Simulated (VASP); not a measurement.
# Be3Se2S (P1) in VASP: relaxation of cell and atoms with PBE

Aim: the relaxation of cell and atoms of Be3Se2S with PBE.

Everything below comes from runs of VASP 6.6.1. Logs are shortened: lines on timing, memory, paths and dates and some standing lists are left out, and cuts for length are marked.

### Step 1. The crystal as given

The typed cell holds 12 atoms: a = 7.845 Å, b = 15.959 Å, c = 7.855 Å, α = 153.81°, β = 153.71°, γ = 37.23°.

The cell was built by a generator and needn't be a form met in nature.

### Step 2. Relaxation of cell and atoms, PBE

INCAR

```
SYSTEM = Be3Se2S
ALGO = Fast
EDIFF = 1E-5
EDIFFG = -0.03
ENCUT = 520
GGA = PE
IBRION = 2
ISIF = 3
ISMEAR = 0
ISYM = 0
KPAR = 4
LASPH = .True.
LCHARG = .False.
LREAL = Auto
LWAVE = .False.
NELM = 80
NSW = 110
PREC = Normal
SIGMA = 0.05
```

KPOINTS

```
k-points
0
Gamma
  7 7 7
  0 0 0
```

POSCAR

```
Be3Se2S
1.0
   -1.6485374100      1.7735900200      7.4615852600
    3.8669945800     -3.5772618100     15.0647148100
    1.6559727300      1.7960662200     -7.4651335100
Be Se S
6 4 2
Direct
    0.7482537000      0.1318527300      0.5127406300
    0.7665494000      0.6204883900      0.5052621600
    0.0466411700      0.2861130200      0.4609111600
    0.0813937600      0.7825130900      0.4828225700
    0.4162105600      0.4543442600      0.4815925100
    0.4294974700      0.9582600000      0.5070067200
    0.6895369300      0.3327854200      0.0313819500
    0.6957667900      0.8325778400      0.0284278700
    0.3258949100      0.1734363000      0.9951880700
    0.3576333000      0.6761201400      0.0367479200
    0.9909246600      0.0079550500      0.9990180100
    0.9892768700      0.5021354200      0.9916853000
```

Potentials or basis: VASP PAW PBE potentials, release 64 (Be, Se, S).

Launch:

```bash
> cat potpaw_PBE.64/Be/POTCAR potpaw_PBE.64/Se/POTCAR potpaw_PBE.64/S/POTCAR > POTCAR
> mpirun -np 4 vasp_std > vasp.out
```

OUTCAR:

```text
SYSTEM = Be3Se2S
   EDIFF = 1E-5
   EDIFFG = -0.03
   ENCUT = 520
   GGA = PE
   IBRION = 2
   ISIF = 3
   ISMEAR = 0
   ISYM = 0
   LASPH = .True.
   LREAL = Auto
   NELM = 80
   NSW = 110
   PREC = Normal

 ion  position               nearest neighbor table
   1  0.748  0.132  0.513-   7 2.16   9 2.19   9 2.27   8 2.27
   2  0.767  0.620  0.505-  10 2.19   8 2.19  10 2.22   7 2.24
   3  0.047  0.286  0.461-   7 2.01  11 2.10  12 2.14   7 2.35
   4  0.081  0.783  0.483-   8 2.11  12 2.14  11 2.19   8 2.28
   5  0.416  0.454  0.482-  12 2.13   9 2.16  12 2.17  10 2.25
   6  0.429  0.958  0.507-  11 2.12   9 2.16  10 2.17  11 2.26
   7  0.690  0.333  0.031-   3 2.01   1 2.16   2 2.24   3 2.35
   8  0.696  0.833  0.028-   4 2.11   2 2.19   1 2.27   4 2.28
   9  0.326  0.173  0.995-   5 2.16   6 2.16   1 2.19   1 2.27
  10  0.358  0.676  0.037-   6 2.17   2 2.19   2 2.22   5 2.25
  11  0.991  0.008  0.999-   3 2.10   6 2.12   4 2.19   6 2.26
  12  0.989  0.502  0.992-   5 2.13   3 2.14   4 2.14   5 2.17

IMPORTANT INFORMATION: All symmetrisations will be switched off!
NOSYMM: (Re-)initialisation of all symmetry stuff for point group C_1.

----------------------------------------------------------------------------------------

                                     Primitive cell

  volume of cell :     192.0506

  direct lattice vectors                    reciprocal lattice vectors
    -1.648537410  1.773590020  7.461585260    -0.001835393  0.280209450  0.067009567
     3.866994580 -3.577261810 15.064714810     0.138721723 -0.000258421  0.030710134
     1.655972730  1.796066220 -7.465133510     0.278107317  0.279554769 -0.005005000

  length of vectors
     7.844651155 15.959200527  7.854700368     0.288116273  0.142080595  0.394359732

  position of ions in fractional coordinates (direct lattice)
     0.748253700  0.131852730  0.512740630
     0.766549400  0.620488390  0.505262160
     0.046641170  0.286113020  0.460911160
     0.081393760  0.782513090  0.482822570
     0.416210560  0.454344260  0.481592510
     0.429497470  0.958260000  0.507006720
     0.689536930  0.332785420  0.031381950
     0.695766790  0.832577840  0.028427870
     0.325894910  0.173436300  0.995188070
     0.357633300  0.676120140  0.036747920
     0.990924660  0.007955050  0.999018010
     0.989276870  0.502135420  0.991685300

  ion indices of the primitive-cell ions
   primitive index   ion index
                 1           1
                 2           2
                 3           3
                 4           4
                 5           5
                 6           6
                 7           7
                 8           8
                 9           9
                10          10
                11          11
                12          12

----------------------------------------------------------------------------------------

 KPOINTS: k-points

Automatic generation of k-mesh.
 Grid dimensions read from file:
 generate k-points for:    7    7    7

 Generating k-lattice:

  Cartesian coordinates                     Fractional coordinates (reciprocal lattice)
    -0.000262199  0.040029921  0.009572795     0.142857143  0.000000000 -0.000000000
     0.019817389 -0.000036917  0.004387162     0.000000000  0.142857143  0.000000000
     0.039729617  0.039936396 -0.000715000    -0.000000000  0.000000000  0.142857143

  Length of vectors
     0.041159468  0.020297228  0.056337105

  Shift w.r.t. Gamma in fractional coordinates (k-lattice)
     0.000000000  0.000000000  0.000000000

 Subroutine IBZKPT returns following result:
 ===========================================

 Found    172 irreducible k-points:

 Following reciprocal coordinates:
            Coordinates               Weight
  0.000000  0.000000  0.000000      1.000000
  0.142857  0.000000  0.000000      2.000000
  0.285714 -0.000000 -0.000000      2.000000
  0.428571  0.000000 -0.000000      2.000000
  0.000000  0.142857 -0.000000      2.000000
  0.142857  0.142857 -0.000000      2.000000
[... 16 lines left out ...]
 -0.428571  0.428571 -0.000000      2.000000
 -0.285714  0.428571 -0.000000      2.000000
 [... further k-points ...]
   k-points           NKPTS =    172   k-points in BZ     NKDIM =    172   number of bands    NBANDS=     31
   number of dos      NEDOS =    301   number of ions     NIONS =     12
   total plane-waves  NPLWV = 207360
   dimension x,y,z NGX =    48 NGY =   90 NGZ =   48
   dimension x,y,z NGXF=    96 NGYF=  180 NGZF=   96
   ions per type =               6   4   2
   NGX,Y,Z   is equivalent  to a cutoff of  10.17,  9.38, 10.16 a.u.
   NGXF,Y,Z  is equivalent  to a cutoff of  20.34, 18.75, 20.32 a.u.
 SYSTEM =  Be3Se2S
   PREC   = normal    normal or accurate (medium, high low for compatibility)
   ISTART =      0    job   : 0-new  1-cont  2-samecut
   ICHARG =      2    charge: 1-file 2-atom 10-const
   ISPIN  =      1    spin polarized calculation?
   LNONCOLLINEAR =      F non collinear calculations
   LSORBIT =      F    spin-orbit coupling
   LASPH  =      T    aspherical Exc in radial PAW
   ENCUT  =  520.0 eV  38.22 Ry    6.18 a.u.  14.59 29.67 14.60*2*pi/ulx,y,z
   NELM   =     80;   NELMIN=  2; NELMDL= -5     # of ELM steps
   EDIFF  = 0.1E-04   stopping-criterion for ELM
   LREAL  =      T    real-space projection
   EDIFFG = -.3E-01   stopping-criterion for IOM
   NSW    =    110    number of steps for IOM
   IBRION =      2    ionic relax: 0-MD 1-quasi-New 2-CG
   NFREE  =      1    steps in history (QN), initial steepest desc. (CG)
   ISIF   =      3    stress and relaxation
   ISYM   =      0    0-nonsym 1-usesym 2-fastsym
   POTIM  = 0.5000    time-step for ionic-motion
   TEBEG  =    0.0;   TEEND  =   0.0 temperature during run
   PSTRESS=    0.0 pullay stress
   NELECT =      48.0000    total number of electrons
   NUPDOWN=      -1.0000    fix difference up-down
   EMIN   =  10.00;   EMAX   =-10.00  energy-range for DOS
   EFERMI =   0.00;   METHOD = LEGACY
   ISMEAR =     0;   SIGMA  =   0.05  broadening in eV -4-tet -1-fermi 0-gaus
   EFERMI_NEDOS =   21; number of points for ismear=-14 and -15
   IALGO  =     68    algorithm
   IMIX   =      4    mixing-type and parameters
     AMIX     =   0.40;   BMIX     =  1.00
     AMIX_MAG =   1.60;   BMIX_MAG =  1.00
  volume/ion in A,a.u.               =      16.00       108.00
  Fermi-wavevector in a.u.,A,eV,Ry     =   1.031217  1.948717 14.468549  1.063408
  Thomas-Fermi vector in A             =   2.165354
   LORBIT       =      0    0 simple, 1 ext, 2 COOP (PROOUT), +10 PAW based schemes
   GGA     = PE    functional components
   LHFCALC =     F    Hartree Fock is set to
   AEXX    =    0.0000 exact exchange contribution
   IVDW    =     0    specifies the selected vdW correction
   LEPSILON=     F    determine dielectric tensor
   LRPA    =     F    only Hartree local field effects (RPA)
 conjugate gradient relaxation of ions
 non-spin polarized calculation
 RMM-DIIS sequential band-by-band and
 Gauss-broadening in eV      SIGMA  =   0.05
  energy-cutoff  :      520.00
  volume of cell :      192.05
 maximum number of plane-waves:      5204
   NGX = 29   NGY = 59   NGZ = 29

--------------------------------------- Ionic step        1  -------------------------------------------

 number of electron      48.0000002 magnetization

 Free energy of the ion-electron system (eV)
  ---------------------------------------------------
  ext. energy  EPLUGINS =         0.00000000
  ---------------------------------------------------
  free energy    TOTEN  =       -54.75921132 eV

  energy without entropy =      -54.75921132  energy(sigma->0) =      -54.75921132

------------------------ aborting loop because EDIFF is reached ----------------------------------------

  FORCE on cell =-STRESS in cart. coord.  units (eV):
  Direction    XX          YY          ZZ          XY          YZ          ZX
  --------------------------------------------------------------------------------------
  -------------------------------------------------------------------------------------
  Total        1.9706822      3.5533654      4.5640953     -0.3713386     -1.7055377     -2.7385300
  in kB       16.4403683     29.6438650     38.0758551     -3.0978831    -14.2284067    -22.8461202
  external PRESSURE =      28.0533628 kB  Pullay stress =       0.0000000 kB
[... 119 lines left out ...]
  FREE ENERGIE OF THE ION-ELECTRON SYSTEM (eV)
  ---------------------------------------------------
  free  energy   TOTEN  =       -55.2013405642 eV

  energy  without entropy=      -55.2013405642  energy(sigma->0) =      -55.20134056

[... ionic steps 4 to 9 ...]

--------------------------------------- Ionic step       10  -------------------------------------------

 number of electron      48.0000005 magnetization

------------------------ aborting loop because EDIFF is reached ----------------------------------------

  FORCE on cell =-STRESS in cart. coord.  units (eV):
  Direction    XX          YY          ZZ          XY          YZ          ZX
  --------------------------------------------------------------------------------------
  -------------------------------------------------------------------------------------
  Total        0.0258033      0.0037288     -0.0120443     -0.0119961      0.0576978      0.0761447
  in kB        0.2102356      0.0303810     -0.0981326     -0.0977397      0.4700997      0.6203981
  external PRESSURE =       0.0474947 kB  Pullay stress =       0.0000000 kB
[... 77 lines left out ...]
  energy  without entropy=      -55.3003553790  energy(sigma->0) =      -55.30035538

--------------------------------------- Ionic step       12  -------------------------------------------

 number of electron      48.0000004 magnetization

 Free energy of the ion-electron system (eV)
  ---------------------------------------------------
  ext. energy  EPLUGINS =         0.00000000
  ---------------------------------------------------
  free energy    TOTEN  =       -55.30080238 eV

  energy without entropy =      -55.30080238  energy(sigma->0) =      -55.30080238

 E-fermi :   3.7459     XC(G=0):  -9.4510

 val. band max:        3.5047071060   @ k =   0.0000   0.0000   0.0000
 cond. band min:       6.2360852633   @ k =  -0.4286   0.1429   0.4286
 fundamental gap:      2.7313781573
 Fermi energy:         3.7458763554

 k-point     1 :       0.0000    0.0000    0.0000
  band No.  band energies     occupation
      1     -10.2195      2.00000
      2      -8.9715      2.00000
      3      -8.9580      2.00000
      4      -8.9369      2.00000
      5      -8.8509      2.00000
      6      -8.8062      2.00000
[... 805 lines left out ...]
     30       8.8087      0.00000
     31       9.5810      0.00000

 [... further k-points ...]
[... 5 lines left out ...]
  --------------------------------------------------------------------------------------
  -------------------------------------------------------------------------------------
  Total        0.0248221     -0.0041700      0.0234130     -0.0011211     -0.0055893     -0.0246230
  in kB        0.2022710     -0.0339802      0.1907884     -0.0091356     -0.0455462     -0.2006483
  external PRESSURE =       0.1196931 kB  Pullay stress =       0.0000000 kB
[... 27 lines left out ...]
  FREE ENERGIE OF THE ION-ELECTRON SYSTEM (eV)
  ---------------------------------------------------
  free  energy   TOTEN  =       -55.3008023805 eV

  energy  without entropy=      -55.3008023805  energy(sigma->0) =      -55.30080238

 reached required accuracy - stopping structural energy minimisation
```

Run time: 36 min. Hardware: 4 MPI ranks of Intel Xeon 6975P-C (Granite Rapids), shared host; peak memory 0.92 GiB.

What came out:

| Property | Result |
| --- | --- |
| Free energy | -55.3008 eV |
| Relaxed volume | 16.38 Å³/atom |
| Relaxed cell | a = 8.026 Å, b = 16.054 Å, c = 8.026 Å, α = 154.13°, β = 154.12°, γ = 36.91° |
| Space group after relaxing (to 0.05 Å) | I-4m2 (No. 119) |
| Energy gained by relaxing | 45.1 meV/atom |
| Ionic steps | 12 |
| Pressure after relaxing | 0.0 GPa |
| Largest force after relaxing | 0.020 eV/Å |
| Band gap on the k mesh | 2.73 eV |

Forces on the atoms (eV/Å):
```
Be   0.007  0.019  0.001
Be  -0.005 -0.006  0.012
Be   0.006  0.002 -0.002
Be  -0.012  0.001  0.006
Be  -0.005  0.000 -0.004
Be   0.001 -0.006  0.001
Se   0.004  0.007  0.002
Se  -0.006 -0.003  0.012
Se   0.003  0.002 -0.012
Se   0.003 -0.015 -0.012
S    0.004 -0.001 -0.001
S    0.001  0.001 -0.004
```

Step by step:
```tsv
step	energy change (eV)	largest force (eV/Å)	pressure (GPa)	volume (Å³)
1	0.0000	2.3067	2.81	192.05
2	-0.4421	0.4920	-1.17	199.91
3	-0.4421	0.4997	-1.15	199.80
4	-0.5147	0.2201	-0.22	197.23
5	-0.5232	0.2013	0.27	196.05
6	-0.5310	0.1045	0.00	196.68
7	-0.5325	0.0904	-0.17	197.15
8	-0.5363	0.0854	-0.06	196.80
9	-0.5382	0.1063	0.15	196.31
10	-0.5409	0.0431	0.00	196.64
11	-0.5411	0.0502	-0.04	196.76
12	-0.5416	0.0199	0.01	196.61
```

Final structure:
```
CELL_PARAMETERS angstrom
-1.79503 1.79755 7.61338
3.59492 -3.59292 15.22797
1.79533 1.79629 -7.61338
ATOMIC_POSITIONS crystal
Be 0.75112 0.12562 0.50030
Be 0.75470 0.62585 0.50493
Be 0.08004 0.28912 0.50196
Be 0.08030 0.78966 0.50361
Be 0.42585 0.46222 0.50260
Be 0.42670 0.96187 0.50307
Se 0.66655 0.33252 0.00207
Se 0.66695 0.83285 0.00349
Se 0.33783 0.16874 0.00082
Se 0.34104 0.66866 0.00424
S 0.00363 0.00065 0.00328
S 0.00287 0.50081 0.00241
```

Levels at points of the mesh, in eV from the valence-band top:
```csv
k point,band 22,band 23,band 24,band 25,band 26,band 27
"(0.00, 0.00, 0.00)",-0.10,0.00,0.00,3.19,3.49,4.47
```

Caveat: an odd mesh through Γ misses points on the zone boundary, where band edges often lie. As with any semilocal functional, this PBE gap is likely too small.
